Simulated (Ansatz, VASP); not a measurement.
YTe in VASP and in Ansatz

```
CELL_PARAMETERS angstrom
0.00000 3.08392 3.08392
3.08392 0.00000 3.08392
3.08392 3.08392 0.00000
ATOMIC_POSITIONS crystal
Y 0.50000 0.50000 0.50000
Te 0.00000 0.00000 0.00000
```

Alike in both runs: task relaxation of cell and atoms; functional LDA; k mesh 12 × 12 × 12; occupations gaussian, width 0.1 eV; no spin polarisation.

|  | VASP | Ansatz |
| --- | --- | --- |
| version | VASP 6.6.1 | Ansatz 0.2.0 |
| potentials or method | VASP PAW LDA potentials, release 64 (Y_sv, Te) | scalar-relativistic, plane waves, PAW |
| plane-wave cutoff (eV) | 600 | 420 |
| valence electrons in the cell | 17 | 27 |

Ansatz gave:

```
gap on the k mesh at the Fermi level, each at its own relaxed structure (eV) : none
relaxed volume (Å³/atom)                                                     : 27.39
relaxed cell length with the largest relative difference (Å)                 : 4.263
energy change over the relaxation (meV/atom)                                 : -28
```

Which values does VASP return?

gap on the k mesh at the Fermi level, each at its own relaxed structure (eV): none; relaxed volume (Å³/atom): 27.43; relaxed cell length with the largest relative difference (Å): 4.265; energy change over the relaxation (meV/atom): -27.

A gap of «none» marks a metal or a gap that the smearing closes. The two sets of potentials don't hold the same shells in valence.

The runs have no spin-orbit coupling, so splittings on Te are missing. LDA usually gives volumes a few per cent too small. Zero-point motion and thermal expansion aren't in these numbers.
